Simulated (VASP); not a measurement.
Data:

```xyz
2
Lattice="0.0000 2.6120 2.6120 2.6120 0.0000 2.6120 2.6120 2.6120 0.0000" Properties=species:S:1:pos:R:3 pbc="T T T"
K      0.0000     0.0000     0.0000
F      2.6120     2.6120     2.6120
```

Computed with optB86b-vdW, VASP's PBE PAW potentials (set 64) (plane waves; VASP 6.6.1). Run with 520 eV cut-off, 9×9×9 Γ-centred mesh, Gaussian smearing of 0.050 eV, potentials K_sv F.

Q: Give the stress tensor in GPa (positive for a compressed cell).

A: 
```
2.35  0.00  0.00
0.00  2.35  0.00
0.00  0.00  2.35
```
The pressure is its mean diagonal, 2.35 GPa.

The compound is KF in the rock salt structure. This cell is one point of a volume scan, at 0.94 of the reference volume.
